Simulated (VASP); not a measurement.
Method: PBE GGA, VASP's PBE PAW potentials (set 64) (plane waves; VASP).

VASP ran on this input.

### KPOINTS
```
Automatic mesh
0
Gamma
12 12 12
0 0 0
```

POSCAR:
```
PdIn
1
    3.3094645777     0.0000000000     0.0000000000
    0.0000000000     3.3094645777     0.0000000000
    0.0000000000     0.0000000000     3.3094645777
In Pd
1 1
Direct
  0.5000000000   0.5000000000   0.5000000000
  0.0000000000   0.0000000000   0.0000000000
```

### INCAR
```
# general
SYSTEM   =  PdIn
PREC     =  Normal
ENCUT    =  400
LREAL    =  .FALSE.   # projection in real space or not
LASPH    =  .TRUE.   # aspherical one-centre terms

# electronic loop
EDIFF    =  1E-5   # SCF stop (eV)
NELM     =  100
NELMIN   =  4
ALGO     =  Fast   # Davidson, then RMM-DIIS
LMAXMIX  =  4

# smearing
ISMEAR   =  1   # Methfessel-Paxton
SIGMA    =  0.1   # width (eV)

# functional
GGA      =  PE   # PBE

# ions
IBRION   =  2
NSW      =  20   # most ionic steps
ISIF     =  2   # forces and stress, cell fixed
EDIFFG   =  -0.03

# output
LWAVE    =  .FALSE.
LCHARG   =  .FALSE.
```

POTCAR, in this order: In_d Pd (PBE.64 set). Program: vasp_std.

Unless said otherwise, spin-orbit coupling is left out, though it shifts the bands of the heavy elements here.

Predict the energy per atom (σ→0), band gap (on the k-mesh).

- energy per atom (σ→0): -4.373 eV/atom
- band gap (on the k-mesh): none (metal, semimetal or under 0.01 eV)

**OSZICAR**
```
...
RMM:   6    -0.878412366987E+01    0.16016E+00   -0.31885E-01  2520   0.740E+00    0.301E+00
RMM:   7    -0.875095488872E+01    0.33169E-01   -0.70603E-02  2735   0.294E+00    0.116E+00
RMM:   8    -0.874651243537E+01    0.44425E-02   -0.22975E-02  2617   0.168E+00    0.335E-01
RMM:   9    -0.874608260974E+01    0.42983E-03   -0.39834E-03  3015   0.107E+00    0.131E-01
RMM:  10    -0.874621004520E+01   -0.12744E-03   -0.11545E-03  2648   0.367E-01    0.553E-02
RMM:  11    -0.874617204908E+01    0.37996E-04   -0.25920E-04  2751   0.212E-01    0.307E-02
RMM:  12    -0.874617884287E+01   -0.67938E-05   -0.84497E-05  2713   0.957E-02
   1 F= -.87461788E+01 E0= -.87462659E+01  d E =-.874618E+01
```

The compound is PdIn in the CsCl type structure. It was relaxed first, which changed the volume by +6 %. The electron count is odd and the run is not spin-polarised, which forces a metal.
